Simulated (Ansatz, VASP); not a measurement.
**Two plane-wave programs on BaMo2**

```
Ba Mo
1.0
     0.00000    3.29574    3.29574
     3.29574    0.00000    3.29574
     3.29574    3.29574    0.00000
Ba Mo
1 2
Direct
  0.25000 0.25000 0.25000
  0.50000 0.50000 0.50000
  0.75000 0.75000 0.75000
```

Alike in both runs: functional PBE; k mesh 4 × 4 × 4; occupations gaussian, width 0.1 eV; no spin polarisation.

Ansatz relaxed the structure, and its values are those at the end. VASP's run is a single point on that final structure, the one shown.

|  | VASP | Ansatz |
| --- | --- | --- |
| version | VASP 6.6.1 | Ansatz 0.2.0 |
| potentials or method | VASP PAW PBE potentials, release 64 (Ba_sv, Mo_sv) | scalar-relativistic, plane waves, PAW |
| plane-wave cutoff (eV) | 520 | 420 |
| valence electrons in the cell | 38 | 38 |

|  | VASP | Ansatz | Ansatz less VASP |
| --- | --- | --- | --- |
| gap on the k mesh at the Fermi level (eV) | none | none | - |
| pressure (GPa) | 2.9 | 0.4 | -2.50 |

A gap of «none» marks a metal or a gap that the smearing closes. The functional is the same, so the differences come from potentials, cutoffs and numerics.

Caveats: the k mesh is coarse (spacing up to 0.41 Å⁻¹), so the values aren't converged. Spin-orbit coupling is left out, which matters for the levels of Ba.
